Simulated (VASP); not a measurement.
OSZICAR of a VASP run on SnTe (rock salt):

OSZICAR:
```
       N       E                     dE             d eps       ncg     rms          rms(c)
DAV:   1     0.617628499077E+03    0.61763E+03   -0.95142E-01   672   0.916E+00    0.951E-01
DAV:   2     0.617682326229E+03    0.53827E-01   -0.55680E-01   448   0.731E+00    0.167E+00
DAV:   3     0.617738086644E+03    0.55760E-01   -0.29739E-02   488   0.169E+00    0.131E+00
DAV:   4     0.617919956571E+03    0.18187E+00   -0.59432E-02   448   0.267E+00    0.506E-01
DAV:   5     0.617978624268E+03    0.58668E-01   -0.20517E-02   448   0.922E-01    0.205E-01
DAV:   6     0.618002049602E+03    0.23425E-01   -0.11538E-02   448   0.688E-01    0.151E-01
DAV:   7     0.618001732901E+03   -0.31670E-03   -0.28229E-03   448   0.476E-01    0.820E-02
DAV:   8     0.618011864770E+03    0.10132E-01   -0.24668E-03   448   0.355E-01    0.430E-02
DAV:   9     0.618010527856E+03   -0.13369E-02   -0.69894E-04   448   0.196E-01    0.244E-02
DAV:  10     0.618012708306E+03    0.21805E-02   -0.63366E-05   466   0.767E-02    0.136E-02
DAV:  11     0.618014161975E+03    0.14537E-02   -0.51524E-05   448   0.713E-02    0.108E-02
DAV:  12     0.618012560176E+03   -0.16018E-02   -0.18255E-05   448   0.356E-02    0.568E-03
DAV:  13     0.618012846579E+03    0.28640E-03   -0.99952E-06   448   0.227E-02    0.195E-03
DAV:  14     0.618012697440E+03   -0.14914E-03   -0.14048E-06   372   0.911E-03    0.226E-03
DAV:  15     0.618012810091E+03    0.11265E-03   -0.15302E-07   230   0.392E-03    0.194E-03
DAV:  16     0.618012553029E+03   -0.25706E-03   -0.55645E-08   224   0.181E-03    0.893E-04
DAV:  17     0.618012622845E+03    0.69816E-04   -0.76540E-08   224   0.225E-03    0.718E-04
DAV:  18     0.618012611302E+03   -0.11543E-04   -0.63093E-09   224   0.883E-04    0.615E-04
DAV:  19     0.618012581155E+03   -0.30147E-04   -0.98972E-09   224   0.745E-04    0.309E-04
DAV:  20     0.618012575414E+03   -0.57410E-05   -0.15869E-09   224   0.420E-04    0.136E-04
DAV:  21     0.618012568505E+03   -0.69097E-05   -0.74840E-10   224   0.240E-04    0.457E-05
DAV:  22     0.618012560961E+03   -0.75434E-05   -0.30254E-10   224   0.176E-04    0.682E-05
DAV:  23     0.618012566273E+03    0.53120E-05   -0.17311E-10   224   0.151E-04    0.403E-05
DAV:  24     0.618012565479E+03   -0.79424E-06   -0.48026E-11   224   0.760E-05
   1 F= 0.61801257E+03 E0= 0.61801257E+03  d E =-.944830E-07
       N       E                     dE             ncg
       N       E                     dE             ncg
       N       E                     dE             ncg
       N       E                     dE             ncg
       N       E                     dE             ncg
```

Q: Which electronic solver shows in the log?

A: It is blocked Davidson (ALGO = Normal, or the opening steps of other solvers). The INCAR had ALGO = Normal.

Q: Can the final energy be trusted as converged?

A: The run converged. It stopped with EDIFF = 1E-6, NELM = 200 (modified Becke-Johnson potential (mBJ), plane waves, VASP's PBE PAW potentials (set 64)). mBJ is a potential without an energy functional, so only the levels count.

The compound is SnTe in the rock salt structure, which distorts at low temperature. It was relaxed first. The cell's shape comes from a PBE relaxation.
